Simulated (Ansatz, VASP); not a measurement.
## Two plane-wave programs on Be3SbN

File INCAR:

```
ALGO = Normal ; EDIFF = 1E-6
ENCUT = 520 ; GGA = PE
ISIF = 2 ; ISMEAR = 0
LASPH = True ; LCHARG = True
LELF = True ; LREAL = False
LVHAR = True ; LWAVE = False
NBANDS = 16 ; NELM = 100
PREC = Accurate ; SIGMA = 0.1
```

Contents of KPOINTS:

```
k-points
0
Gamma
  6 6 6
```

POSCAR

```
Be3SbN
1.0
    3.6423566906      0.0000000000      0.0000000000
    0.0000000000      3.6423566906      0.0000000000
    0.0000000000      0.0000000000      3.6423566906
Be Sb N
3 1 1
Direct
    0.0000000000      0.5000000000      0.5000000000
    0.5000000000      0.5000000000      0.0000000000
    0.5000000000      0.0000000000      0.5000000000
    0.0000000000      0.0000000000      0.0000000000
    0.5000000000      0.5000000000      0.5000000000
```

Input for Ansatz:

```yaml
crystal:
  lattice:
    - [3.6423566906, 0.0, 0.0]
    - [0.0, 3.6423566906, 0.0]
    - [0.0, 0.0, 3.6423566906]
  atoms:
    - { symbol: Be, position: [0.0, 0.5, 0.5] }
    - { symbol: Be, position: [0.5, 0.5, 0.0] }
    - { symbol: Be, position: [0.5, 0.0, 0.5] }
    - { symbol: Sb, position: [0.0, 0.0, 0.0] }
    - { symbol: "N", position: [0.5, 0.5, 0.5] }
basis:
  ecutwfc: 420
kpoints:
  mp_grid: { grid: [6, 6, 6] }
hamiltonian:
  xc: pbe
scf:
  occupations: { method: gaussian, width: 0.1 }
output:
  forces: true
  stress: true
  eigenvalues: true
```

The cell comes from a database or a generator and needn't be the stable form of this composition.

Alike in both runs: task single point; functional PBE; k mesh 6 × 6 × 6; occupations gaussian, width 0.1 eV; no spin polarisation.

```csv
,VASP,Ansatz
version,VASP 6.6.1,Ansatz 0.2.0
potentials or method,"VASP PAW PBE potentials, release 64 (Be, Sb, N)","scalar-relativistic, plane waves, PAW"
plane-wave cutoff (eV),520,420
valence electrons in the cell,16,26
```

```csv
,VASP,Ansatz,Ansatz less VASP
gap on the k mesh at the Fermi level (eV),none,none,-
pressure (GPa),19.3,18.7,-0.61
```

A gap of «none» marks a metal or a gap that the smearing closes. The functional is the same, so the differences come from potentials, cutoffs and numerics. The two sets of potentials don't hold the same shells in valence.

Caveats: so large a pressure means that the cell lies far from this level's equilibrium, or that cutoff or potentials fall short (VASP). The runs have no spin-orbit coupling, so splittings on Sb are missing.
